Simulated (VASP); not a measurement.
Input:

```
Ni3Si
1.0
    3.51000     0.00000     0.00000
    0.00000     3.51000     0.00000
    0.00000     0.00000     3.51000
Si Ni
1 3
Direct
  0.00000   0.00000   0.00000
  0.00000   0.50000   0.50000
  0.50000   0.00000   0.50000
  0.50000   0.50000   0.00000
```

Computed with PBE GGA, VASP's PBE PAW potentials (set 64) (plane waves; VASP). Settings: 400 eV cut-off, 8×8×8 Γ-centred mesh, first-order Methfessel-Paxton smearing of 0.10 eV, potentials Si Ni.

Task: Give the stress tensor in GPa (positive for a compressed cell).

Result: 
```
-1.13   0.00   0.00
 0.00  -1.13   0.00
 0.00   0.00  -1.13
```
The pressure is its mean diagonal, -1.13 GPa.

The compound is Ni3Si in the L1_2 structure. The cell was not relaxed at this level. The run is not spin-polarised, so no magnetic state was tried.
